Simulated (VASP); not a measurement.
Given:

```
CELL_PARAMETERS angstrom
      0.00000     2.73373     2.73373
      2.73373     0.00000     2.73373
      2.73373     2.73373     0.00000
ATOMIC_POSITIONS crystal
  Mg 0.00000 0.00000 0.00000
  Se 0.50000 0.50000 0.50000
```

Calculation: PBE GGA, VASP's PBE PAW potentials (set 64) (plane waves; VASP). Run with 480 eV cut-off, 8×8×8 Γ-centred mesh, Gaussian smearing of 0.050 eV, potentials Mg Se.

Energy and stress use the plane-wave basis of the starting cell.

**Question.** The ions, cell shape and volume are relaxed. Predict the relaxed structure.

**Answer.** 
```
CELL_PARAMETERS angstrom
      0.00000     2.75206     2.75206
      2.75206     0.00000     2.75206
      2.75206     2.75206     0.00000
ATOMIC_POSITIONS crystal
  Mg 0.00000 0.00000 0.00000
  Se 0.50000 0.50000 0.50000
```
Space group Fm-3m (225), at a tolerance of 0.03 Å.

**Question.** How do energy and volume change from the first to the last step?

**Answer.** The energy (σ→0) changes by -1.6 meV/atom and the volume by +2.0 %, in 3 ionic steps.

```json
[
 {"step": "1", "E(σ→0) (eV)": "-7.4870", "max force (eV/Å)": "0.000", "pressure (GPa)": "1.29", "volume (Å³)": "40.86"},
 {"step": "2", "E(σ→0) (eV)": "-7.4902", "max force (eV/Å)": "0.000", "pressure (GPa)": "-0.23", "volume (Å³)": "41.84"},
 {"step": "3", "E(σ→0) (eV)": "-7.4903", "max force (eV/Å)": "0.000", "pressure (GPa)": "0.00", "volume (Å³)": "41.69"}
]
```

The structure comes from a computed database's MgSe entry (Fm-3m); how it stands against other phases isn't given here. This run relaxes it. Symmetry was kept, so distortions that lower it aren't found.
